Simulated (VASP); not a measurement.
Energy against volume of BaF$_{2}$ (fluorite). Calculation: SCAN meta-GGA, VASP's PBE PAW potentials (set 64) (plane waves; VASP). Numerical set-up: 520 eV cut-off, 6×6×6 Γ-centred mesh, Gaussian smearing of 0.050 eV, potentials Ba_sv F.

```tsv
V (Å³/atom)	E (eV/atom)
19.356	-19.64278
19.955	-19.64730
20.553	-19.64492
21.152	-19.63661
```

**Question.** Fit these four points and predict the energy of the run at 18.757 Å³/atom.

**Answer.** A cubic in V^(−2/3), the third-order Birch-Murnaghan form, passes through the four points with V0 = 20.03 Å³/atom and B0 = 60 GPa, and gives -19.6302 eV/atom there. The run gave -19.6299 eV/atom, +0.3 meV/atom from the fit; all five points give B0 = 61 GPa.

The compound is BaF2 in the fluorite structure. It was relaxed first.
